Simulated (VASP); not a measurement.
Calculation: optB88-vdW, VASP's PBE PAW potentials (set 64) (plane waves; VASP).

VASP ran on this input.

**KPOINTS**
```
Automatic mesh
0
gamma
  13 13 13
0 0 0
```

File POSCAR:
```
MoSi2
1.0
 -1.6175633195   1.6175633195   3.9487826166
  1.6175633195  -1.6175633195   3.9487826166
  1.6175633195   1.6175633195  -3.9487826166
Si Mo
2 1
Cartesian
 -0.0000000000   0.0000000000   5.2457058986
  0.0000000000  -0.0000000000   2.6518593346
  0.0000000000   0.0000000000   0.0000000000
```

### INCAR
```
AGGAC = 0.0
ALGO = Normal
EDIFF = 1E-7
EDIFFG = -0.01
ENCUT = 520
GGA = BO
IBRION = 2
ISIF = 4
ISMEAR = 1
LASPH = .True.
LCHARG = .False.
LMAXMIX = 4
LREAL = .False.
LUSE_VDW = .True.
LWAVE = .False.
NELM = 100
NSW = 30
PARAM1 = 0.1833333333
PARAM2 = 0.22
PREC = Accurate
SIGMA = 0.1
SYSTEM = MoSi2
```

POTCAR, in this order: Si Mo_sv (PBE.64 set). Program: vasp_std.

Output of the run:

File OSZICAR:
```
       N       E                     dE             d eps       ncg     rms          rms(c)
DAV:   1     0.128151345334E+03    0.12815E+03   -0.11449E+04  5888   0.139E+03
DAV:   2    -0.147521756242E+02   -0.14290E+03   -0.14107E+03  7245   0.335E+02
DAV:   3    -0.178683610763E+02   -0.31162E+01   -0.30856E+01  7834   0.444E+01
DAV:   4    -0.178845265681E+02   -0.16165E-01   -0.16154E-01  6727   0.374E+00
DAV:   5    -0.178846717266E+02   -0.14516E-03   -0.14514E-03  8073   0.331E-01    0.192E+01
DAV:   6    -0.172555250196E+02    0.62915E+00   -0.74395E+00  6860   0.180E+01    0.410E+00
DAV:   7    -0.171353230715E+02    0.12020E+00   -0.12516E+00  6642   0.715E+00    0.420E+00
DAV:   8    -0.171135278773E+02    0.21795E-01   -0.11227E-01  6937   0.279E+00    0.461E-01
DAV:   9    -0.171139104318E+02   -0.38255E-03   -0.27850E-03  7455   0.458E-01    0.242E-01
DAV:  10    -0.171140306317E+02   -0.12020E-03   -0.88674E-04  7217   0.255E-01    0.451E-02
DAV:  11    -0.171140354940E+02   -0.48624E-05   -0.25846E-04  7042   0.127E-01    0.393E-02
DAV:  12    -0.171140293757E+02    0.61184E-05   -0.42039E-05  6643   0.452E-02    0.683E-03
DAV:  13    -0.171140292070E+02    0.16866E-06   -0.11676E-06  7112   0.903E-03    0.198E-03
DAV:  14    -0.171140291694E+02    0.37579E-07   -0.14942E-08  4249   0.106E-03
   1 F= -.17114029E+02 E0= -.17113914E+02  d E =-.171140E+02
```

### OUTCAR
```
------------------------ aborting loop because EDIFF is reached ----------------------------------------
  FORCE on cell =-STRESS in cart. coord.  units (eV):
  Direction    XX          YY          ZZ          XY          YZ          ZX
  --------------------------------------------------------------------------------------
  Total       -0.0245332     -0.0245332     -0.0191739      0.0000000     -0.0000000      0.0000000
  in kB       -0.9510844     -0.9510844     -0.7433182      0.0000000     -0.0000000      0.0000000
  external PRESSURE =      -0.8818290 kB  Pullay stress =       0.0000000 kB
  volume of cell :       41.33
      direct lattice vectors                 reciprocal lattice vectors
    -1.617563320  1.617563320  3.948782617     0.000000000  0.309106910  0.126621303
     1.617563320 -1.617563320  3.948782617     0.309106910  0.000000000  0.126621303
     1.617563320  1.617563320 -3.948782617     0.309106910  0.309106910  0.000000000
 POSITION                                       TOTAL-FORCE (eV/Angst)
 -----------------------------------------------------------------------------------
      0.00000      0.00000      5.24571         0.000000      0.000000      0.004111
      0.00000      0.00000      2.65186        -0.000000     -0.000000     -0.004111
      0.00000      0.00000      0.00000        -0.000000     -0.000000     -0.000000
 -----------------------------------------------------------------------------------
    total drift:                               -0.000000      0.000000     -0.000000
  FREE ENERGIE OF THE ION-ELECTRON SYSTEM (eV)
  ---------------------------------------------------
  free  energy   TOTEN  =       -17.1140291694 eV

  energy  without entropy=      -17.1136838508  energy(sigma->0) =      -17.11391406

 reached required accuracy - stopping structural energy minimisation
```
(Selected blocks of OUTCAR.)

The compound is MoSi2 in the MoSi2 type structure. It was relaxed first.
